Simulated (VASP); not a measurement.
Here is the system:

```
CELL_PARAMETERS angstrom
      0.00000     2.19423     2.19423
      2.19423     0.00000     2.19423
      2.19423     2.19423     0.00000
ATOMIC_POSITIONS crystal
  Fe 0.00000 0.00000 0.00000
  B  0.25000 0.25000 0.25000
```
Starting moments (μB, in the order of the record's atoms Fe B): 1.1 -0.1.

Level of theory: PBEsol GGA, VASP's PBE PAW potentials (set 64) (plane waves; VASP 6.6.1). Settings: 520 eV cut-off, Gaussian smearing of 0.050 eV, potentials Fe B.

Q: Give the spin-up energies of bands 1 to 9 at the high-symmetry points, in eV from the Fermi level.

A: 
| band | Γ | X | U | L | W |
|---|---|---|---|---|---|
| 1 | -10.12 | -5.63 | -5.76 | -6.79 | -5.67 |
| 2 | -3.35 | -5.06 | -4.44 | -4.21 | -4.21 |
| 3 | -3.35 | -1.51 | -2.15 | -3.02 | -2.38 |
| 4 | -3.35 | -1.51 | -2.05 | -3.02 | -2.24 |
| 5 | -1.43 | -1.44 | -1.16 | -1.06 | -1.11 |
| 6 | -1.43 | -0.95 | -1.07 | -1.06 | -0.16 |
| 7 | 8.28 | 1.21 | 0.69 | 0.28 | 0.34 |
| 8 | 8.28 | 2.23 | 1.72 | 5.96 | 1.47 |
| 9 | 8.28 | 2.23 | 3.55 | 5.96 | 2.58 |

Q: Give the spin-down energies of bands 1 to 9 at the high-symmetry points, in eV from the Fermi level.

A: 
```json
[
 {"band": "1", "Γ": "-10.17", "X": "-5.53", "U": "-5.67", "L": "-6.76", "W": "-5.57"},
 {"band": "2", "Γ": "-2.78", "X": "-4.68", "U": "-4.01", "L": "-4.24", "W": "-3.75"},
 {"band": "3", "Γ": "-2.78", "X": "-1.03", "U": "-1.73", "L": "-2.31", "W": "-1.87"},
 {"band": "4", "Γ": "-2.78", "X": "-0.84", "U": "-1.32", "L": "-2.31", "W": "-1.50"},
 {"band": "5", "Γ": "-0.06", "X": "-0.84", "U": "-0.75", "L": "0.19", "W": "-0.20"},
 {"band": "6", "Γ": "-0.06", "X": "0.49", "U": "0.06", "L": "0.19", "W": "-0.13"},
 {"band": "7", "Γ": "8.45", "X": "2.13", "U": "1.38", "L": "1.05", "W": "1.24"},
 {"band": "8", "Γ": "8.45", "X": "2.40", "U": "2.61", "L": "6.12", "W": "2.16"},
 {"band": "9", "Γ": "8.45", "X": "2.40", "U": "3.84", "L": "6.12", "W": "3.41"}
]
```

It has no gap at this level: it comes out as a metal or semimetal.

The structure was generated: FeB was put into the zinc blende type (F-43m), which need not be its known phase. It was relaxed first, which changed the volume by -32 %.
